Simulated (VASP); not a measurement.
Here is the system:

```xyz
6
Lattice="4.0325 0.0000 0.0000 0.0000 4.0325 0.0000 0.0000 0.0000 2.6173" Properties=species:S:1:pos:R:3 pbc="T T T"
Si     0.0000     0.0000     0.0000
Si     2.0162     2.0162     1.3087
O      1.2208     1.2208     0.0000
O      3.2371     0.7954     1.3087
O      0.7954     3.2371     1.3087
O      2.8116     2.8116     0.0000
```

The numbers are results of PBE GGA, VASP's PBE PAW potentials (set 64) (plane waves; VASP), not measurements. Numerical set-up: 620 eV cut-off, 6×6×8 Γ-centred mesh, Gaussian smearing of 0.050 eV, potentials Si O.

What does the run give for the energy per atom (σ→0), pressure, band gap (on the k-mesh) with the smallest direct gap where there is one?

```
Quantity                                             Result
-----------------------------------  ----------------------
band gap (on the k-mesh)                            6.82 eV
smallest direct gap (on the k-mesh)                 6.82 eV
energy per atom (σ→0)                -733.4 kJ/mol of atoms
pressure                                         450.1 kbar
```

Total energies compare only between runs with the same potentials, cut-off and functional.

The compound is SiO2 in the rutile structure, stishovite, a high-pressure form. It was relaxed first under an external pressure of 45 GPa.
